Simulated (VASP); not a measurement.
VASP runs on SnS$_{2}$ (a trial cell in the fluorite structure, space group Fm-3m) share one base input (PBE GGA, plane waves, VASP's PBE PAW potentials (set 64)) and change the settings named in each case.

### POSCAR
```
SnS2
1
    0.0000000000     3.0313750000     3.0313750000
    3.0313750000     0.0000000000     3.0313750000
    3.0313750000     3.0313750000     0.0000000000
Sn S
1 2
Direct
  0.0000000000   0.0000000000   0.0000000000
  0.2500000000   0.2500000000   0.2500000000
  0.7500000000   0.7500000000   0.7500000000
```

**KPOINTS**
```
K-points
0
Gamma
  6 6 6
```

**INCAR**
```
! general
SYSTEM  = SnS2
PREC    = Accurate
ENCUT   = 400   ! plane-wave cut-off (eV)
LREAL   = .FALSE.
LASPH   = .TRUE.   ! aspherical one-centre terms

! electronic loop
EDIFF   = 1E-6   ! SCF stop (eV)
NELM    = 100
ALGO    = Normal   ! blocked Davidson
LMAXMIX = 4   ! l cut-off of mixed one-centre charges

! smearing
ISMEAR  = 0   ! Gaussian
SIGMA   = 0.05   ! width (eV)

! functional
GGA     = PE

! ions
ISIF    = 2   ! forces and stress, cell fixed

! output
LWAVE   = .FALSE.
LCHARG  = .FALSE.
```

POTCAR, in this order: Sn_d S (PBE.64 set). Program: vasp_std.

```json
[
 {"change": "base run", "E(σ→0) (eV/atom)": "-3.6386", "pressure (GPa)": "20.32", "−TS (eV)": "-0.0038", "irreducible k-points": "16"},
 {"change": "KPOINTS 3×3×3 Monkhorst-Pack mesh", "E(σ→0) (eV/atom)": "-3.6847", "pressure (GPa)": "19.86", "−TS (eV)": "-0.0123", "irreducible k-points": "4"},
 {"change": "KPOINTS 6×6×6 Monkhorst-Pack mesh", "E(σ→0) (eV/atom)": "-3.6353", "pressure (GPa)": "20.20", "−TS (eV)": "-0.0037", "irreducible k-points": "28"},
 {"change": "KPOINTS 7×7×7 Monkhorst-Pack mesh", "E(σ→0) (eV/atom)": "-3.6399", "pressure (GPa)": "20.16", "−TS (eV)": "-0.0023", "irreducible k-points": "20"},
 {"change": "KPOINTS 8×8×8 Monkhorst-Pack mesh", "E(σ→0) (eV/atom)": "-3.6352", "pressure (GPa)": "20.23", "−TS (eV)": "-0.0039", "irreducible k-points": "60"}
]
```
 Unless said otherwise, spin-orbit coupling is left out, though it shifts the bands of the heavy elements here.

Left out are runs that ran out of time, are held back, or changed the cell or the kind of run, fixed moments of cells without a moment, rows past the twelfth, gaps on odd meshes, pressures of charged cells and columns that move by less than the noise.

The structure was generated: SnS2 was put into the fluorite type (Fm-3m), which need not be its known phase. The cell was not relaxed at this level.
